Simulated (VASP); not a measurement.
# Nb2SnSe (P-4m2) in VASP: relaxation of cell and atoms with PBE

Aim: the relaxation of cell and atoms of Nb2SnSe with PBE.

All numbers are computed with VASP 6.6.1; they aren't measurements. Logs are shortened: lines on timing, memory, paths and dates and some standing lists are left out, and cuts for length are marked.

## 1. The crystal as given

Symmetry: P-4m2, No. 115, tetragonal system. The conventional cell has a = 4.505 Å, b = 4.505 Å, c = 4.641 Å, α = 90.00°, β = 90.00°, γ = 90.00°. Around Nb (site symmetry 2mm) lie 2 Se at 2.27 Å. Sn (site symmetry -4m2) has 2 Se at 2.32 Å as nearest neighbours. Se (site symmetry -4m2) is surrounded by 4 Nb at 2.27 Å and 2 Sn at 2.32 Å.

The cell was built by a generator and needn't be a form met in nature.

## 2. Relaxation of cell and atoms, PBE

Contents of INCAR:

```
SYSTEM = Nb2SnSe
PREC = Normal ; ENCUT = 520
EDIFF = 1E-4 ; ISMEAR = 0
SIGMA = 0.15 ; LREAL = .False.
LASPH = .True. ; NELM = 60
ALGO = Fast ; ISIF = 3
LWAVE = .False. ; LCHARG = .False.
GGA = PE ; IBRION = 2
NSW = 24 ; EDIFFG = -0.08
```

Contents of KPOINTS:

```
Automatic mesh
0
Gamma
  4 4 4
  0 0 0
```

Contents of POSCAR:

```
Nb2SnSe
1.0
    4.5052349600      0.0000000000      0.0000000000
    0.0000000000      4.5052349600      0.0000000000
    0.0000000000      0.0000000000      4.6413848300
Nb Sn Se
2 1 1
Direct
    0.0000000000      0.5000000000      0.4349959100
    0.5000000000      0.0000000000      0.5650040900
    0.0000000000      0.0000000000      0.0000000000
    0.0000000000      0.0000000000      0.5000000000
```

Potentials or basis: VASP PAW PBE potentials, release 64 (Nb_sv, Sn_d, Se).

Started as:

```bash
cat potpaw_PBE.64/Nb_sv/POTCAR potpaw_PBE.64/Sn_d/POTCAR potpaw_PBE.64/Se/POTCAR > POTCAR
mpirun -np 1 vasp_std > vasp.out
```

OUTCAR:

```text
SYSTEM = Nb2SnSe
   PREC = Normal
   ENCUT = 520
   EDIFF = 1E-4
   ISMEAR = 0
   LREAL = .False.
   LASPH = .True.
   NELM = 60
   ISIF = 3
   GGA = PE
   IBRION = 2
   NSW = 24
   EDIFFG = -0.08

 ion  position               nearest neighbor table
   1  0.000  0.500  0.435-   4 2.27   4 2.27   3 3.02   3 3.02
   2  0.500  0.000  0.565-   4 2.27   4 2.27   3 3.02   3 3.02
   3  0.000  0.000  0.000-   4 2.32   4 2.32   1 3.02   2 3.02   1 3.02   2 3.02
   4  0.000  0.000  0.500-   1 2.27   2 2.27   1 2.27   2 2.27   3 2.32   3 2.32

  LATTYP: Found a simple tetragonal cell.
 ALAT       =     4.5052349600
 C/A-ratio  =     1.0302203706

  Lattice vectors:

 A1 = (   4.5052349600,   0.0000000000,   0.0000000000)
 A2 = (   0.0000000000,   4.5052349600,   0.0000000000)
 A3 = (   0.0000000000,   0.0000000000,   4.6413848300)

Analysis of symmetry for initial positions (statically):
=====================================================================
 Subroutine PRICEL returns:
 Original cell was already a primitive cell.

 Routine SETGRP: Setting up the symmetry group for a
 simple tetragonal supercell.

 Subroutine GETGRP returns: Found  8 space group operations
 (whereof  8 operations were pure point group operations)
 out of a pool of 16 trial point group operations.

The static configuration has the point symmetry D_2d.

Analysis of symmetry for dynamics (positions and initial velocities):
=====================================================================
 Subroutine PRICEL returns:
 Original cell was already a primitive cell.

 Routine SETGRP: Setting up the symmetry group for a
 simple tetragonal supercell.

 Subroutine GETGRP returns: Found  8 space group operations
 (whereof  8 operations were pure point group operations)
 out of a pool of 16 trial point group operations.

The dynamic configuration has the point symmetry D_2d.

 Subroutine INISYM returns: Found  8 space group operations
 (whereof  8 operations are pure point group operations),
 and found     1 'primitive' translations

----------------------------------------------------------------------------------------

                                     Primitive cell

  volume of cell :      94.2068

  direct lattice vectors                    reciprocal lattice vectors
     4.505234960  0.000000000  0.000000000     0.221964006  0.000000000  0.000000000
     0.000000000  4.505234960  0.000000000     0.000000000  0.221964006  0.000000000
     0.000000000  0.000000000  4.641384830     0.000000000  0.000000000  0.215452938

  length of vectors
     4.505234960  4.505234960  4.641384830     0.221964006  0.221964006  0.215452938

  position of ions in fractional coordinates (direct lattice)
     0.000000000  0.500000000  0.434995910
     0.500000000  0.000000000  0.565004090
     0.000000000  0.000000000  0.000000000
     0.000000000  0.000000000  0.500000000

  ion indices of the primitive-cell ions
   primitive index   ion index
                 1           1
                 2           2
                 3           3
                 4           4

----------------------------------------------------------------------------------------

 KPOINTS: Automatic mesh

Automatic generation of k-mesh.
 Grid dimensions read from file:
 generate k-points for:    4    4    4

 Generating k-lattice:

  Cartesian coordinates                     Fractional coordinates (reciprocal lattice)
     0.055491002  0.000000000  0.000000000     0.250000000  0.000000000  0.000000000
     0.000000000  0.055491002  0.000000000     0.000000000  0.250000000  0.000000000
     0.000000000  0.000000000  0.053863235     0.000000000  0.000000000  0.250000000

  Length of vectors
     0.055491002  0.055491002  0.053863235

  Shift w.r.t. Gamma in fractional coordinates (k-lattice)
     0.000000000  0.000000000  0.000000000

 Subroutine IBZKPT returns following result:
 ===========================================

 Found     18 irreducible k-points:

 Following reciprocal coordinates:
            Coordinates               Weight
  0.000000  0.000000  0.000000      1.000000
  0.250000  0.000000  0.000000      4.000000
  0.500000  0.000000  0.000000      2.000000
  0.250000  0.250000  0.000000      4.000000
  0.500000  0.250000  0.000000      4.000000
  0.500000  0.500000  0.000000      1.000000
[... 10 lines left out ...]
  0.500000  0.250000  0.500000      4.000000
  0.500000  0.500000  0.500000      1.000000
   k-points           NKPTS =     18   k-points in BZ     NKDIM =     18   number of bands    NBANDS=     27
   number of dos      NEDOS =    301   number of ions     NIONS =      4
   total plane-waves  NPLWV =  21952
   dimension x,y,z NGX =    28 NGY =   28 NGZ =   28
   dimension x,y,z NGXF=    56 NGYF=   56 NGZF=   56
   ions per type =               2   1   1
   NGX,Y,Z   is equivalent  to a cutoff of  10.33, 10.33, 10.03 a.u.
   NGXF,Y,Z  is equivalent  to a cutoff of  20.66, 20.66, 20.06 a.u.
 SYSTEM =  Nb2SnSe
   PREC   = normal    normal or accurate (medium, high low for compatibility)
   ISTART =      0    job   : 0-new  1-cont  2-samecut
   ICHARG =      2    charge: 1-file 2-atom 10-const
   ISPIN  =      1    spin polarized calculation?
   LNONCOLLINEAR =      F non collinear calculations
   LSORBIT =      F    spin-orbit coupling
   LASPH  =      T    aspherical Exc in radial PAW
   ENCUT  =  520.0 eV  38.22 Ry    6.18 a.u.   8.38  8.38  8.63*2*pi/ulx,y,z
   NELM   =     60;   NELMIN=  2; NELMDL= -5     # of ELM steps
   EDIFF  = 0.1E-03   stopping-criterion for ELM
   LREAL  =      F    real-space projection
   EDIFFG = -.8E-01   stopping-criterion for IOM
   NSW    =     24    number of steps for IOM
   IBRION =      2    ionic relax: 0-MD 1-quasi-New 2-CG
   NFREE  =      1    steps in history (QN), initial steepest desc. (CG)
   ISIF   =      3    stress and relaxation
   ISYM   =      2    0-nonsym 1-usesym 2-fastsym
   POTIM  = 0.5000    time-step for ionic-motion
   TEBEG  =    0.0;   TEEND  =   0.0 temperature during run
   PSTRESS=    0.0 pullay stress
   NELECT =      46.0000    total number of electrons
   NUPDOWN=      -1.0000    fix difference up-down
   EMIN   =  10.00;   EMAX   =-10.00  energy-range for DOS
   EFERMI =   0.00;   METHOD = LEGACY
   ISMEAR =     0;   SIGMA  =   0.15  broadening in eV -4-tet -1-fermi 0-gaus
   EFERMI_NEDOS =   21; number of points for ismear=-14 and -15
   IALGO  =     68    algorithm
   IMIX   =      4    mixing-type and parameters
     AMIX     =   0.40;   BMIX     =  1.00
     AMIX_MAG =   1.60;   BMIX_MAG =  1.00
  volume/ion in A,a.u.               =      23.55       158.93
  Fermi-wavevector in a.u.,A,eV,Ry     =   1.289140  2.436121 22.611263  1.661881
  Thomas-Fermi vector in A             =   2.421051
   LORBIT       =      0    0 simple, 1 ext, 2 COOP (PROOUT), +10 PAW based schemes
   GGA     = PE    functional components
   LHFCALC =     F    Hartree Fock is set to
   AEXX    =    0.0000 exact exchange contribution
   IVDW    =     0    specifies the selected vdW correction
   LEPSILON=     F    determine dielectric tensor
   LRPA    =     F    only Hartree local field effects (RPA)
 conjugate gradient relaxation of ions
 non-spin polarized calculation
 RMM-DIIS sequential band-by-band and
 Gauss-broadening in eV      SIGMA  =   0.15
  energy-cutoff  :      520.00
  volume of cell :       94.21
 maximum number of plane-waves:      2570
   NGX = 17   NGY = 17   NGZ = 17

--------------------------------------- Ionic step        1  -------------------------------------------

 number of electron      46.0000017 magnetization

 Free energy of the ion-electron system (eV)
  ---------------------------------------------------
  ext. energy  EPLUGINS =         0.00000000
  ---------------------------------------------------
  free energy    TOTEN  =       -20.11919435 eV

  energy without entropy =      -20.05386646  energy(sigma->0) =      -20.08653041

 E-fermi :   7.6263     XC(G=0): -10.3519

 val. band max:        7.6149233832   @ k =   0.2500   0.2500   0.0000
 cond. band min:       7.6842583223   @ k =   0.5000   0.5000   0.0000
 fundamental gap:      0.0693349391
 Fermi energy:         7.6263489359
[... 575 lines left out ...]
--------------------------------------- Ionic step        2  -------------------------------------------

 number of electron      45.9999971 magnetization

------------------------ aborting loop EDIFF was not reached (unconverged)  ----------------------------

  FORCE on cell =-STRESS in cart. coord.  units (eV):
  Direction    XX          YY          ZZ          XY          YZ          ZX
  --------------------------------------------------------------------------------------
  -------------------------------------------------------------------------------------
  Total       -6.4662912     -6.4662912     -8.7472136      0.0000000      0.0000000      0.0000000
  in kB      -62.5667895    -62.5667895    -84.6366255      0.0000000      0.0000000      0.0000000
  external PRESSURE =     -69.9234015 kB  Pullay stress =       0.0000000 kB
[... 25 lines left out ...]
--------------------------------------- Ionic step        3  -------------------------------------------

 number of electron      46.0000036 magnetization

------------------------ aborting loop EDIFF was not reached (unconverged)  ----------------------------

  FORCE on cell =-STRESS in cart. coord.  units (eV):
  Direction    XX          YY          ZZ          XY          YZ          ZX
  --------------------------------------------------------------------------------------
  -------------------------------------------------------------------------------------
  Total       -9.0455089     -9.0455089     -1.7231874      0.0000000     -0.0000000      0.0000000
  in kB     -101.0525591   -101.0525591    -19.2507128      0.0000000     -0.0000000      0.0000000
  external PRESSURE =     -73.7852770 kB  Pullay stress =       0.0000000 kB
[... 569 lines left out ...]
     26       5.3906      0.00000
     27       5.3946      0.00000

[... ionic steps 4 to 20 ...]

--------------------------------------- Ionic step       21  -------------------------------------------

 number of electron      46.0000013 magnetization

------------------------ aborting loop because EDIFF is reached ----------------------------------------
[... 71 lines left out ...]
--------------------------------------- Ionic step       23  -------------------------------------------

 number of electron      46.0000009 magnetization

 Free energy of the ion-electron system (eV)
  ---------------------------------------------------
  ext. energy  EPLUGINS =         0.00000000
  ---------------------------------------------------
  free energy    TOTEN  =       -23.61174763 eV

  energy without entropy =      -23.54895761  energy(sigma->0) =      -23.58035262

 E-fermi :   5.4316     XC(G=0):  -9.4622

 val. band max:        5.4255162255   @ k =   0.2500   0.0000   0.5000
 cond. band min:       5.4359482067   @ k =   0.2500   0.2500   0.5000
 fundamental gap:      0.0104319812
 Fermi energy:         5.4316455794
[... 569 lines left out ...]
  FREE ENERGIE OF THE ION-ELECTRON SYSTEM (eV)
  ---------------------------------------------------
  free  energy   TOTEN  =       -23.6117476274 eV

  energy  without entropy=      -23.5489576121  energy(sigma->0) =      -23.58035262

 reached required accuracy - stopping structural energy minimisation
```

Run time: 9.9 min. Hardware: 1 thread of Intel Xeon 6975P-C (Granite Rapids), shared host; peak memory 0.2 GiB.

What came out:

```yaml
Free_energy: -23.6117 eV
Relaxed_volume: 29.02 Å³/atom
Relaxed_cell: a = 4.448 Å, b = 4.448 Å, c = 5.867 Å, α = 90.00°, β = 90.00°, γ = 90.00°
Space_group_after_relaxing_to_0.05_Å: P-4m2 (No. 115)
Energy_gained_by_relaxing: 873.1 meV/atom
Ionic_steps: 23
Pressure_after_relaxing: -0.1 GPa
Largest_force_after_relaxing: 0.030 eV/Å
Band_gap_on_the_k_mesh: none (metal or under the smearing width)
```

Forces in eV/Å, atoms in the order of the input:
```
Nb   0.000  0.000 -0.030
Nb   0.000  0.000  0.030
Sn   0.000  0.000  0.000
Se   0.000  0.000  0.000
```

Stress tensor (GPa, compression positive):
```
-0.39  0.00  0.00
 0.00 -0.39  0.00
 0.00  0.00  0.36
```

The path:
```tsv
step	energy change (eV)	largest force (eV/Å)	pressure (GPa)	volume (Å³)
1	0.0000	1.7298	29.51	94.21
2	3.4512	0.1260	-6.99	165.59
3	-2.1736	0.4941	-7.38	143.42
4	-2.5173	0.6838	-4.54	132.28
5	-2.5893	0.8495	-1.70	125.11
6	-2.5908	0.8190	-1.99	125.78
7	-2.8335	1.1402	1.03	122.61
8	-2.8384	1.1341	0.64	122.96
9	-2.9626	1.0896	-0.57	124.20
10	-3.1952	0.6579	-3.75	127.93
11	-2.7762	0.0494	-7.53	135.42
12	-3.1460	0.2558	-6.29	131.31
13	-3.2161	0.2201	-4.93	129.20
14	-3.2526	0.0926	-4.83	128.38
15	-3.3339	0.1138	-4.31	125.92
16	-3.4304	0.2499	-2.96	121.06
17	-3.2207	1.2490	1.36	111.56
18	-3.4376	0.4287	-2.68	120.07
19	-3.4702	0.1089	-1.94	118.68
20	-3.4802	0.0529	-1.52	118.01
21	-3.4902	0.0672	-0.66	116.67
22	-3.4912	0.0902	-0.32	116.24
23	-3.4926	0.0301	-0.14	116.10
```

Final structure:
```
Nb Sn Se
1.0
     4.44833    0.00000    0.00000
     0.00000    4.44833    0.00000
     0.00000    0.00000    5.86725
Nb Sn Se
2 1 1
Direct
  0.00000 0.50000 0.33177
  0.50000 0.00000 0.66823
  0.00000 0.00000 0.00000
  0.00000 0.00000 0.50000
```

Levels at points of the mesh, in eV from the Fermi level:
```tsv
k point	band 21	band 22	band 23	band 24	band 25	band 26
(0.00, 0.00, 0.00)	-0.50	-0.40	-0.40	0.65	0.65	0.83
(0.50, 0.00, 0.00)	-0.77	-0.58	-0.14	0.26	0.81	1.00
(0.50, 0.50, 0.00)	-0.95	-0.04	-0.02	-0.02	0.78	0.82
(0.00, 0.00, 0.50)	-0.57	-0.57	-0.38	-0.02	0.93	1.46
(0.50, 0.00, 0.50)	-0.94	-0.86	-0.15	0.31	0.86	1.07
(0.50, 0.50, 0.50)	-1.79	-0.91	-0.42	-0.42	-0.12	1.22
```

Caveat: the volume moved by over 15 % at a fixed basis, so the end points are rough; the relaxation stopped at a loose force limit of 0.08 eV/Å, so its end isn't a converged minimum.
